**Seven zincblende crystals without their names**

The seven rows below are III–V crystals of one structure type, in shuffled order. The task is to match each letter to a formula from the list of candidates, and to find out which quantities do the identifying. Bond lengths come from r2SCAN cells and pressures from HSE06 calculations on those same cells.

Zincblende III–V crystals (F-43m), HSE06 with plane waves and PAW, no spin polarisation, in cells relaxed with r2SCAN. VASP 6.6.1 uses a cutoff of 520 eV and Ansatz 0.2.0 one of 420 eV, each with its own datasets. Positive pressure means compression; the Ansatz pressure includes a correction for the finite basis. Candidates: GaN, AlN, InP, BN, GaAs, BAs, GaP.

```tsv
row	pressure VASP (GPa)	pressure Ansatz (GPa)	VASP valence electrons	Ansatz valence electrons	pressure Ansatz less pressure VASP (GPa)
A	-0.30	-0.21	18	18	0.09
B	0.55	0.72	18	18	0.17
C	-3.92	-4.43	8	8	-0.51
D	-1.17	-1.06	8	18	0.11
E	0.48	0.63	18	28	0.15
F	-0.80	-0.64	8	8	0.16
G	-0.13	-0.03	18	18	0.10
```

The table leaves out the bond lengths, which serve as a further clue. The shortest distances in rows A to G are, in this order, 2.558, 2.360, 1.563, 2.071, 2.454, 1.892 and 1.948 Å.

**Counting shells**

The electron counts are the best place to start, because they are whole numbers. Every candidate joins an atom with three outer s and p electrons to one with five, which makes eight. Ga, In and As also have a filled d shell just beneath the outer one. A program may treat this shell explicitly, which adds ten electrons, or freeze it into the atomic core.

If Ansatz keeps every such shell, its counts can be foretold from the list of candidates. BN and AlN have no d shell, GaAs has two, and the other four have one. The column shows just this pattern: two rows with 8 electrons, four with 18 and one with 28. Row E, with 28, is therefore GaAs.

VASP has ten electrons fewer than Ansatz in two rows, D and E. Since E is GaAs, the shell that VASP freezes belongs either to Ga or to As. A program normally describes an element in the same way in every crystal of a series, so a frozen Ga shell would lower the count in all three gallium compounds. A frozen As shell lowers it in two crystals, BAs and GaAs, as the table shows. Row D is BAs.

Rows C and F, with 8 electrons in both programs, must be BN and AlN. Al has one more inner shell than B and is clearly the larger atom. The bond in F is longer than that in C by 0.33 Å, so C is BN and F is AlN.

**Adding sizes**

Rows A, B and G remain, for GaN, GaP and InP. All three have 18 electrons in both programs, so counting can't separate them. Their bond lengths can, if each atom brings roughly its own size into a bond, whatever its partner. The shortest distance $d$ is then a sum of two radii,

$$d_{XY} \approx r_X + r_Y ,$$

where $X$ is the atom on site A and $Y$ the atom on site B.

Replacing N by As should then lengthen the bond by the same amount beside B as beside Ga. Three corners of this square are already known: BN, BAs and GaAs. The fourth follows without any tabulated radius:

$$d_{\mathrm{GaN}} \approx d_{\mathrm{GaAs}} - (d_{\mathrm{BAs}} - d_{\mathrm{BN}}) .$$

With the values of rows E, D and C this gives $2.454 - (2.071 - 1.563) = 1.946$ Å. Row G has 1.948 Å and took no part in the estimate. The other two rows miss the estimate by more than 0.4 Å, so G is GaN.

The close agreement shouldn't be read as the usual accuracy of additive sizes. This is the only such square among the seven crystals, and bonds of different polarity often depart from simple sums by a few hundredths of an ångström. The assignment needs far less precision than that. The square also supports the earlier choice of D as BAs, since that row supplied one of its corners.

GaP and InP share the same partner atom, P. In lies one row below Ga in the periodic table and has one more occupied shell, so its bond to P should be the longer one. Row A exceeds row B by about 0.20 Å. Hence A is InP and B is GaP.

**How sure each assignment is**

With counts and lengths together, all seven assignments are sure, provided that each program treats an element alike throughout. Lengths alone would leave at least two pairs open to doubt. Rows F and G differ by less than 0.06 Å, because Al and Ga are nearly equal in size although Ga stands a row lower. Between them in nuclear charge lies the filling of the 3d shell, whose electrons screen the added protons poorly; the outer electrons of Ga are therefore held more tightly, which offsets most of the expected growth.

The second doubtful pair is A and E. Going from GaAs to InP enlarges one atom and shrinks the other, so the two changes partly cancel. The remaining difference is about 0.10 Å, and its sign is hard to foretell without good radii. The electron counts settle both pairs at once. The volume per atom offers no further help, since in this structure it follows from the bond length by geometry.

The pressures identify much less. A cell relaxed with one functional is usually slightly too large or too small for another, and the pressure measures this mismatch multiplied by the stiffness of the crystal. A clearly negative value means that HSE06 would prefer a smaller cell; near zero, as in row G, the difference between the programs is of similar size and leaves the sign open. Row C, the stiff crystal BN, stands out with $-3.92$ GPa in VASP, but in every row the value also depends on a small difference between two functionals, which no simple rule about atoms supplies.

**The labels**

The rows with their labels:

```tsv
formula	element on site A	Z A	element on site B	Z B	volume per atom (Å³)	shortest distance (Å)	VASP k mesh	pressure VASP (GPa)	pressure Ansatz (GPa)	VASP valence electrons	Ansatz valence electrons	pressure Ansatz less pressure VASP (GPa)
BN	B	5	N	7	5.88	1.563	8×8×8	-3.92	-4.43	8	8	-0.51
BAs	B	5	As	33	13.68	2.071	6×6×6	-1.17	-1.06	8	18	0.11
AlN	Al	13	N	7	10.43	1.892	8×8×8	-0.80	-0.64	8	8	0.16
GaN	Ga	31	N	7	11.38	1.948	6×6×6	-0.13	-0.03	18	18	0.10
GaP	Ga	31	P	15	20.24	2.360	6×6×6	0.55	0.72	18	18	0.17
GaAs	Ga	31	As	33	22.74	2.454	6×6×6	0.48	0.63	18	28	0.15
InP	In	49	P	15	25.77	2.558	6×6×6	-0.30	-0.21	18	18	0.09
```

The labels confirm all seven assignments. The VASP bands also support the reading of the counts. In GaAs the highest of the filled d levels lies about 17 eV below the top of the valence band at Γ, roughly where the 3d shell of Ga is expected. The As 3d shell lies much deeper, because As has two more protons than Ga, and this makes it the natural one to freeze.

**What the frozen shell does to the pressure**

With the names in place, the same table shows how far two programs agree. They put the seven pressures in the same order. In six crystals Ansatz gives the higher value, by 0.09 to 0.17 GPa, and in BN it gives the lower one, by 0.51 GPa. The exchange thresholds were loose for stresses, so the order among the six small differences has no clear meaning.

The two arsenides are the crystals in which the programs treat different numbers of electrons. Their pressure differences nevertheless lie within the range of the other four positive ones. The table thus shows no separate effect of the As 3d shell, although other differences between the datasets could hide a small one. Theory makes this plausible: a deep, compact shell hardly changes when the bond is slightly stretched or compressed, so it contributes little to the pressure whether it is frozen or not.

BN looks like the worst case, but a pressure difference has to be judged against stiffness. The same error in volume costs more pressure in a hard crystal than in a soft one. For a small pressure difference $\Delta P$ (Ansatz less VASP) and a bulk modulus $K$, the preferred volumes of the two programs differ by the fraction

$$\frac{\Delta V}{V} \approx \frac{\Delta P}{K} .$$

With a rough, recalled modulus of 400 GPa for BN, this is $-0.51/400$, or about $-0.1$ percent. For GaAs, with roughly 75 GPa, it is $0.15/75$, or about $+0.2$ percent. In terms of volume, then, the two programs agree about as well for BN as for GaAs. Pressures from two programs should therefore be converted in this way before one material is called a failure. The printed output after this text lists the counts, the bond-length square and these conversions.

What remains odd about BN is the sign. Its bond is the shortest of the seven, which is demanding for the atomic datasets. Its volume per atom is also the smallest, so a given basis error in the energy per atom tends to cause a larger error in the pressure. Either could be the cause, and so could the loose exchange thresholds or the coarse grid that VASP used for the exact exchange; none of these has been tested here. The two programs also treat the basis differently: Ansatz has the lower cutoff, and its pressure holds a correction for the finite basis. Without such a correction a pressure usually comes out too low. If this applies to the VASP values, it would fit the six positive differences but not the negative one in BN. Repeating BN and AlN at several higher cutoffs in both programs would test the basis. If the negative sign in BN survived this test, tighter exchange thresholds and a finer exchange grid, the datasets for B and N would be the next suspects, although B in BAs and N in AlN and GaN go with positive differences.

The analysis program printed:

```
Rows with 8 electrons in Ansatz: 2
Rows with 18 electrons in Ansatz: 4
Rows with 28 electrons in Ansatz: 1
Rows in which Ansatz has ten electrons more than VASP: 2
Candidates that contain Ga: 3
Candidates that contain As: 2
Rows with 18 electrons in both programs: 3
Depth of the highest Ga 3d level below the valence band top in GaAs at Gamma (eV): 17.28
Bond lengthening from BN to BAs (Å): 0.508
Bond lengthening from GaN to GaAs (Å): 0.506
Miss of the square if the 18/18 row is GaN (Å): 0.002
Miss of the square if the GaP row is taken for GaN (Å): 0.414
Miss of the square if the InP row is taken for GaN (Å): 0.612
Bond of AlN less bond of BN (Å): 0.329
Bond of InP less bond of GaP (Å): 0.198
Bond of GaN less bond of AlN (Å): 0.056
Bond of InP less bond of GaAs (Å): 0.104
Largest deviation of the volume from the one given by the bond length (percent): 0.05558
Rank correlation of the two pressures: 1
VASP pressure of BN over that of BAs (ratio): 3.35
Smallest pressure difference outside BN (GPa): 0.09
Largest pressure difference outside BN (GPa): 0.17
Volume change equivalent to the BN pressure difference (percent, rough): -0.1275
Volume change equivalent to the GaAs pressure difference (percent, rough): 0.2
Volume change equivalent to the VASP pressure of BN (percent, rough): -0.98
```
